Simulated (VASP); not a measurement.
Set up this calculation in VASP 6.6.1, as the native input.

```yaml
Task: single point
Functional: PBEsol
Potentials_or_basis: VASP PAW PBE potentials, release 64 (B, Os, Lu)
Cutoff: 520 eV
k_mesh: 3 × 3 × 2
Occupations: gaussian, width 0.1 eV
Spin: no spin polarisation
Dipole_correction: no
Further_INCAR_settings: ALGO = Normal; EDIFF = 1e-06; NBANDS = 54
```

The structure of LuB4Os6 (a cell with a defect) lies in POSCAR:

```
LuB4Os6
1.0
    5.4417090000      0.0000002900      0.0000000000
   -2.7208547500      4.7126598600      0.0000000000
    0.0000000000      0.0000000000      6.1130700000
B Os Lu
4 6 1
Direct
    0.3411663478      0.6989332986      0.0003348563
    0.6688364989      0.3668452333      0.0003495789
    0.3312896750      0.6926169087      0.5003618476
    0.6775207762      0.3758866237      0.5003350199
    0.5340108789      0.0142428792      0.2548318603
    0.4576559264      0.4705096343      0.2516197263
   -0.0014583456      0.4679121910      0.2505891475
    0.5339987630      0.0142197500      0.7458609177
    0.4575884532      0.4704062956      0.7490594742
   -0.0014800646      0.4678952154      0.7501059206
   -0.0047796660     -0.0532694924      0.0003456528
```

One way to write it, as run:

INCAR

```
SYSTEM = LuB4Os6
PREC = Accurate
ENCUT = 520
EDIFF = 1E-6
ISMEAR = 0
SIGMA = 0.1
LREAL = .FALSE.
LASPH = .TRUE.
NELM = 60
ALGO = Normal
ISIF = 2
LWAVE = .FALSE.
LCHARG = .TRUE.
GGA = PS
LELF = .TRUE.
LVHAR = .TRUE.
NBANDS = 54
```

KPOINTS

```
regular mesh
0
G
  3 3 2
  0 0 0
```

Potentials or basis: VASP PAW PBE potentials, release 64 (B, Os, Lu).

Command:

```bash
$ cat potpaw_PBE.64/B/POTCAR potpaw_PBE.64/Os/POTCAR potpaw_PBE.64/Lu/POTCAR > POTCAR
$ mpirun -np 1 vasp_std > vasp.out
```

Results of the run:

- Pressure: -6.1 GPa
- Largest force: 0.048 eV/Å
- Band gap on the k mesh: none (metal or under the smearing width)

Caveat: the k mesh is coarse (spacing up to 0.51 Å⁻¹), so the values aren't converged; the PAW data sets were made with another functional, which shifts forces and pressure a little.

Wall time 3.5 min on 1 thread of AMD EPYC 7R43 64-Core Processor (Zen 3) (shared host), peak memory 0.26 GiB.
